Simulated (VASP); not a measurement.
Data:

```yaml
crystal:
  lattice:
    - [3.63752, 0.00000, 0.00000]
    - [-1.81876, 3.15018, 0.00000]
    - [0.00000, 0.00000, 24.73850]
  atoms:
    - { symbol: Y, position: [0.00000, 0.00000, 0.67662] }
    - { symbol: Y, position: [0.00000, 0.00000, 0.44113] }
    - { symbol: Y, position: [0.33333, 0.66667, 0.32338] }
    - { symbol: Y, position: [0.66667, 0.33333, 0.55887] }
```

The numbers are results of PBE GGA, VASP's PBE PAW potentials (set 64) (plane waves; VASP 6.6.1), not measurements. Run with 300 eV cut-off, 10×10×1 Γ-centred mesh, Gaussian smearing of 0.20 eV, potentials Y_sv.

The cell holds a wide vacuum, so values per volume refer to the whole cell.

Problem. Estimate the energy per atom (σ→0), largest force, band gap (on the k-mesh) with the smallest direct gap where there is one.

Solution. 
```yaml
band gap (on the k-mesh): none (metal, semimetal or under 0.01 eV)
energy per atom (σ→0): -6.060 eV/atom
largest_force: 0.261 eV/Å
```

Only differences to runs with the same potentials and settings are physical.

The cell is a sheet with vacuum, built from a generated structure.
